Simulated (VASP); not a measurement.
BaGaSnH (space group P3m1): computed properties

All values below come from PBEsol GGA, VASP's PBE PAW potentials (set 64) (plane waves; VASP).

```json
{
  "space_group": "P3m1 (156)",
  "cell": "a = b = 4.546 Å, c = 5.169 Å, α = β = 90.00°, γ = 120.00°",
  "volume_per_atom": "23.13 Å³/atom",
  "band gap (over mesh and band path)": "0.27 eV",
  "smallest direct gap (over mesh and band path)": "0.27 eV",
  "band_edge_character_without_spin_orbit_coupling": "direct, A to A",
  "band_gap_with_spin_orbit_coupling": "0.13 eV",
  "density": "5.86 g/cm³"
}
```

```cif
data_HBaGaSn
_chemical_formula_sum 'Ba1 Ga1 Sn1 H1'
_space_group_name_H-M_alt 'P3m1'
_space_group_IT_number 156
_space_group_name_Hall 'P 3 -2"'
_cell_length_a 4.54622
_cell_length_b 4.54622
_cell_length_c 5.16933
_cell_angle_alpha 90.000
_cell_angle_beta 90.000
_cell_angle_gamma 120.000
loop_
_atom_site_label
_atom_site_type_symbol
_atom_site_symmetry_multiplicity
_atom_site_Wyckoff_symbol
_atom_site_fract_x
_atom_site_fract_y
_atom_site_fract_z
_atom_site_occupancy
Ba1 Ba 1 b 0.33333 0.66667 0.99915 1
Ga1 Ga 1 a 0.00000 0.00000 0.41801 1
Sn1 Sn 1 c 0.66667 0.33333 0.54180 1
H1 H 1 a 0.00000 0.00000 0.08475 1
```

Unless said otherwise, spin-orbit coupling is left out, though it shifts the bands of the heavy elements here.

The structure comes from a computed database's BaGaSnH entry (P3m1); how it stands against other phases isn't given here. It was relaxed first, which changed the volume by -7 %. Symmetry was kept, so distortions that lower it aren't found.
